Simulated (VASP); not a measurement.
Consider the following.

```
HfS2
1.0
    1.84069    -3.18818     0.00000
    1.84069     3.18818     0.00000
    0.00000     0.00000     7.24381
Hf S
1 2
Direct
  0.00000   0.00000   0.00000
  0.33333   0.66667   0.19928
  0.66667   0.33333   0.80072
```

All values below come from RPBE GGA, VASP's PBE PAW potentials (set 64) (plane waves; VASP 6.6.1). Run with 520 eV cut-off, 8×8×4 Γ-centred mesh, tetrahedra with Blöchl corrections, potentials Hf_pv S.

The cores are frozen, which limits the accuracy of field gradients. Without a dispersion term in the relaxation, distances and binding between the weakly bound layers, chains or molecules are unreliable, and so is what depends on them.

Task: Give the principal components of the electric field gradient (V/Å²) and the asymmetry η at each nucleus.

Result: 
| atom | Vxx | Vyy | Vzz | η |
|---|---|---|---|---|
| Hf1 | 5.3 | 5.3 | -10.7 | 0.00 |
| S2 | 3.5 | 3.5 | -6.9 | 0.00 |
| S3 | 3.5 | 3.5 | -6.9 | 0.00 |

The compound is HfS2 in the 1T layered structure. It was relaxed first, which changed the volume by +27 %.
